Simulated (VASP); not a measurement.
**MgH$_{2}$ (rutile): computed properties**

These are PBEsol GGA, VASP's PBE PAW potentials (set 64) (plane waves; VASP) values and carry that method's errors.

| Quantity | Value |
|---|---|
| space group | P4_2/mnm (136) |
| cell | a = b = 4.470 Å, c = 2.992 Å, α = β = γ = 90.00° |
| volume per atom | 9.96 Å³/atom |
| band gap (over mesh and band path) | 3.52 eV |
| smallest direct gap (over mesh and band path) | 4.43 eV |
| density | 1.46 g/cm³ |
| mean ε∞ (DFPT) | 4.13 |
| mean ε∞ (independent particles) | 4.24 |
| mean static ε | 10.59 |
| optical Γ-point spectrum | 182, 223, 301 (×2), 489 (×2), 738, 904, 1009 (×2), 1141, 1233 (×2), 1334, 1498 cm⁻¹ |

MgH2 has the tetragonal space group P4₂/mnm (No. 136), the rutile structure, Pearson symbol tP6. Conventional cell: a = 4.4702 Å, b = 4.4702 Å, c = 2.9916 Å, α = 90.00°, β = 90.00°, γ = 90.00°. Mg on 2a has 6 H at 1.924–1.941 Å (octahedral). H on 4f is surrounded by 3 Mg at 1.924–1.941 Å (trigonal planar). (Neighbours: up to the widest gap in distance over summed covalent radii, below 1.35, at either atom; cation-cation and far metal-metal contacts left out.)

The compound is MgH2 in the rutile structure. It was relaxed first. Symmetry was kept, so distortions that lower it aren't found.
